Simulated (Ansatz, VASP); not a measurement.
# Si (Si/Fe(100)) in two plane-wave programs, part 2 of 2

Wanted: the spread between two codes on one cell, functional and k mesh. The cell is taken from a series of runs on this material, whose earlier steps may have relaxed, scaled, displaced or heated it; both programs get it as it stands.

VASP 6.6.1 and Ansatz 0.2.0.

So far: Starting point; Ansatz: single point, PBE.

## (3) VASP: single point, PBE

Level of this step: PBE, spin-polarised from a ferromagnetic start; plane waves and PAW (Si) (VASP).

The same cell, functional, mesh and smearing now go to VASP, with its own data sets.

Lines of VASP's logs that name or quote its potential files are left out, and so is its time.

Input file INCAR:

```
SYSTEM = Si
PREC = Accurate
ENCUT = 400
EDIFF = 1E-06
NELM = 200
ISMEAR = -1
SIGMA = 0.1
LREAL = .FALSE.
ALGO = Normal
GGA = PE
NBANDS = 10
ISPIN = 2
MAGMOM = 1.88
LORBIT = 11
LWAVE = .FALSE.
LCHARG = .FALSE.
ISIF = 2
LDIPOL = .TRUE.
IDIPOL = 3
DIPOL = 0.5 0.5 0.625
LVHAR = .TRUE.
LASPH = .TRUE.
GGA_COMPAT = .FALSE.
NELMDL = -8
```

Input file POSCAR:

```
Si
1.0
    5.7400000000      0.0000000000      0.0000000000
    0.0000000000      5.7400000000      0.0000000000
    0.0000000000      0.0000000000     25.1820376673
Si
1
Direct
    0.2500000000      0.2500000000      0.6252306069
```

Input file KPOINTS:

```
Automatic mesh
0
Gamma
5 5 1
0 0 0
```

PAW data sets: Si (PBE family, release 64).

Launch:

```sh
$ mpirun -np 1 vasp_std
```

Numbers of over 12 decimals in the logs are rounded to 6 here.

The log of the run:

```text
[banner, memory and clock lines left out]
running    1 mpi-ranks, on    1 nodes
 distrk:  each k-point on    1 cores,    1 groups
 distr:  one band on    1 cores,    1 groups

 POSCAR found type information on POSCAR Si
 POSCAR found :  1 types and       1 ions
 LDA part: xc-table for (Slater+PW92), standard interpolation
 POSCAR, INCAR and KPOINTS ok, starting setup
 FFT: planning ... GRIDC
 FFT: planning ... GRID_SOFT
 FFT: planning ... GRID
 WAVECAR not read
 entering main loop
       N       E                     dE             d eps       ncg     rms          rms(c)
DAV:   1     0.123438637791E+02    0.12344E+02   -0.60863E+02   240   0.137E+02
DAV:   2     0.478612384949E+00   -0.11865E+02   -0.11189E+02   378   0.261E+01
DAV:   3    -0.952939664656E+00   -0.14316E+01   -0.13566E+01   274   0.975E+00
DAV:   4    -0.100397238639E+01   -0.51033E-01   -0.50026E-01   284   0.223E+00
DAV:   5    -0.100496311471E+01   -0.99073E-03   -0.99060E-03   354   0.392E-01
DAV:   6    -0.100496702925E+01   -0.39145E-05   -0.39141E-05   320   0.273E-02
DAV:   7    -0.100496711426E+01   -0.85006E-07   -0.84876E-07   356   0.385E-03
DAV:   8    -0.100496711397E+01    0.28989E-09   -0.35649E-09   230   0.275E-04    0.884E-01
DAV:   9    -0.100580366744E+01   -0.83655E-03   -0.84814E-02   268   0.998E-01    0.364E-01
DAV:  10    -0.991761744701E+00    0.14042E-01   -0.47820E-03   284   0.270E-01    0.167E-01
DAV:  11    -0.998126613613E+00   -0.63649E-02   -0.35910E-03   250   0.180E-01    0.100E-01
DAV:  12    -0.101176472371E+01   -0.13638E-01   -0.24903E-03   258   0.141E-01    0.734E-02
DAV:  13    -0.101358235759E+01   -0.18176E-02   -0.36501E-04   256   0.678E-02    0.692E-02
DAV:  14    -0.101478521650E+01   -0.12029E-02   -0.12953E-04   262   0.385E-02    0.582E-02
[...]
DAV:  23    -0.103942562589E+01   -0.36250E-04   -0.18068E-06   308   0.344E-03    0.695E-04
DAV:  24    -0.103947386410E+01   -0.48238E-04   -0.93613E-07   296   0.267E-03    0.452E-04
DAV:  25    -0.103951669310E+01   -0.42829E-04   -0.11683E-06   286   0.285E-03    0.260E-04
DAV:  26    -0.103952454582E+01   -0.78527E-05   -0.11662E-07   304   0.114E-03    0.166E-04
DAV:  27    -0.103952746354E+01   -0.29177E-05   -0.21441E-07   252   0.120E-03    0.109E-04
DAV:  28    -0.103953111995E+01   -0.36564E-05   -0.12882E-07   270   0.880E-04    0.897E-05
DAV:  29    -0.103953291216E+01   -0.17922E-05   -0.38788E-08   276   0.650E-04    0.451E-05
DAV:  30    -0.103953324732E+01   -0.33516E-06   -0.68033E-09   254   0.356E-04
   1 F= -.10395332E+01 E0= -.96006937E+00  d E =-.158928E+00  mag=     2.0000
```

From OUTCAR (step 3):

```text
ion  position               nearest neighbor table
   1  0.250  0.250  0.625-

  LATTYP: Found a simple tetragonal cell.
 ALAT       =     5.7400000000
 C/A-ratio  =     4.3871145762

 Subroutine GETGRP returns: Found 16 space group operations
 (whereof  2 operations were pure point group operations)

The static configuration has the point symmetry C_1h.
 The point group associated with its full space group is D_4h.

 Found      6 irreducible k-points:

   k-points           NKPTS =      6   k-points in BZ     NKDIM =      6   number of bands    NBANDS=     10

   dimension x,y,z NGX =    40 NGY =   40 NGZ =  168
   dimension x,y,z NGXF=    80 NGYF=   80 NGZF=  336

   ENCUT  =  400.0 eV  29.40 Ry    5.42 a.u.   9.36  9.36 41.07*2*pi/ulx,y,z

   NELECT =       4.0000    total number of electrons

 k-points in reciprocal lattice and weights: Automatic mesh
   0.00000000  0.00000000  0.00000000       0.040
   0.20000000  0.00000000  0.00000000       0.160
   0.40000000  0.00000000  0.00000000       0.160
   0.20000000  0.20000000  0.00000000       0.160
   0.40000000  0.20000000  0.00000000       0.320
   0.40000000  0.40000000  0.00000000       0.160

 dipolmoment           0.000000      0.000000     -0.000000 electrons x Angstroem

 average (electrostatic) potential at core
       1 -94.3074

 E-fermi :  -4.3020

 spin component 1
 k-point     1 :       0.0000    0.0000    0.0000
  band No.  band energies     occupation
      1     -11.1791      1.00000
      2      -4.4543      0.82098
      3      -4.2087      0.28213
      4      -4.2087      0.28213
      5      -0.7793      0.00000
      6       0.0430      0.00000
      7       0.3177      0.00000
    ...

 k-point     2 :       0.2000    0.0000    0.0000
  band No.  band energies     occupation
      1     -11.1697      1.00000
      2      -4.4325      0.78658
      3      -4.3613      0.64391
      4      -4.1951      0.25556
      5      -0.5115      0.00000
      6       0.1709      0.00000
      7       0.5160      0.00000
      8       0.8888      0.00000
    ...

 k-point     3 :       0.4000    0.0000    0.0000
  band No.  band energies     occupation
      1     -11.1543      1.00000
      2      -4.5771      0.93994
      3      -4.3960      0.71908
      4      -4.1728      0.21551
      5       0.0957      0.00000
      6       0.4623      0.00000
      7       1.0140      0.00000
      8       1.1045      0.00000
    ...

 k-point     4 :       0.2000    0.2000    0.0000
  band No.  band energies     occupation
      1     -11.1604      1.00000
      2      -4.4117      0.74960
      3      -4.3551      0.62967
      4      -4.3300      0.56952
      5      -0.2592      0.00000
      6       0.3010      0.00000
      7       0.7134      0.00000
      8       1.0910      0.00000
      9       1.1908      0.00000
    ...

 k-point     5 :       0.4000    0.2000    0.0000
  band No.  band energies     occupation
      1     -11.1453      1.00000
      2      -4.5529      0.92477
      3      -4.3771      0.67923
      4      -4.3116      0.52380
      5       0.3214      0.00000
      6       0.6100      0.00000
      7       1.0476      0.00000
      8       1.2756      0.00000
      9       1.3044      0.00000
    ...

 k-point     6 :       0.4000    0.4000    0.0000
  band No.  band energies     occupation
      1     -11.1306      1.00000
      2      -4.5161      0.89476
      3      -4.5079      0.88681
      4      -4.3456      0.60713
      5       0.5229      0.00000
      6       0.9824      0.00000
      7       1.1367      0.00000
      8       1.3279      0.00000
      9       1.8551      0.00000
    ...

  Total       -0.2114696     -0.2114696     -0.0003672      0.0000000      0.0000000      0.0000000
  in kB       -0.4083606     -0.4083606     -0.0007091      0.0000000      0.0000000      0.0000000
  external PRESSURE =      -0.2724767 kB  Pullay stress =       0.0000000 kB

  energy-cutoff  :      400.00
  volume of cell :      829.69
      direct lattice vectors                 reciprocal lattice vectors
     5.740000000  0.000000000  0.000000000     0.174216028  0.000000000  0.000000000
     0.000000000  5.740000000  0.000000000     0.000000000  0.174216028  0.000000000
     0.000000000  0.000000000 25.182037667     0.000000000  0.000000000  0.039710845

 POSITION                                       TOTAL-FORCE (eV/Angst)
 -----------------------------------------------------------------------------------
      1.43500      1.43500     15.74458         0.000000      0.000000      0.000000
 -----------------------------------------------------------------------------------
    total drift:                                0.000000      0.000000     -0.000002

  FREE ENERGIE OF THE ION-ELECTRON SYSTEM (eV)
  ---------------------------------------------------
  free  energy   TOTEN  =        -1.0395332473 eV

  energy  without entropy=       -0.8806054979  energy(sigma->0) =       -0.96006937

 vacuum level on the upper side and lower side of the slab         0.290         0.290

 total charge
# of ion       s       p       d       tot
------------------------------------------
    1        0.949   0.563   0.000   1.512

 magnetization (x)
# of ion       s       p       d       tot
------------------------------------------
    1        0.004   0.563   0.000   0.567

[... 6 further parts left out ...]
```

## (4) Differences

Known differences besides the potentials themselves: VASP starts from the moments at which Ansatz ended; the cutoff is 420 eV in Ansatz and 400 eV in VASP; site moments are counted in spheres of each program's own size. Total energies have different zeros and are not compared.

The two programs side by side:

| quantity | Ansatz | VASP | difference |
| --- | --- | --- | --- |
| total moment (μB) | 2.00 | 2.00 | 0.00 |
| moment on Si1 (μB) | 1.88 | 0.57 | +1.32 |
| work function, lower of the two faces (eV) | 4.59 | 4.59 | 0.00 |
| work function, higher of the two faces (eV) | 4.59 | 4.59 | 0.00 |

With vacuum in the cell, a pressure given here is an average over mostly empty space and none of the material. The total moments and the pattern agree; the site moments differ because the programs count them in spheres of different size.

## (5) What came out

```yaml
difference_in_work_function_lower_of_the_two_faces_single_point_pbe: -8.0e-5 eV
```

What this shows: The difference in work function, lower of the two faces is -8.0e-5 eV (single point, PBE). How closely two codes agree says nothing of how well the functional describes the real material.

[Lines on the potential files, build, host, timing and source positions are cut from VASP's logs without a mark.]

[Logs are printed without paths, hosts, clocks, repeated set-up lines and the standing remarks that a program may print on its own settings, such as how far it seeks lower states.]

[Hosts, paths, dates, database ids (printed as entryN), source tags and the programs' standing remarks are cut or masked in the printed files.]
